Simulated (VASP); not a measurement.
```yaml
crystal:
  lattice:
    - [0.00000, 2.87879, 2.87879]
    - [2.87879, 0.00000, 2.87879]
    - [2.87879, 2.87879, 0.00000]
  atoms:
    - { symbol: Ag, position: [0.00000, 0.00000, 0.00000] }
    - { symbol: Br, position: [0.50000, 0.50000, 0.50000] }
```

Level of theory: rev-vdW-DF2, VASP's PBE PAW potentials (set 64) (plane waves; VASP). Numerical set-up: 520 eV cut-off, 9×9×9 Γ-centred mesh, tetrahedra with Blöchl corrections, potentials Ag Br.

Estimate the energy per atom (σ→0).

The energy per atom (σ→0) is -0.410 eV/atom.

Only differences to runs with the same potentials and settings are physical.

The compound is AgBr in the rock salt structure. It was relaxed first.
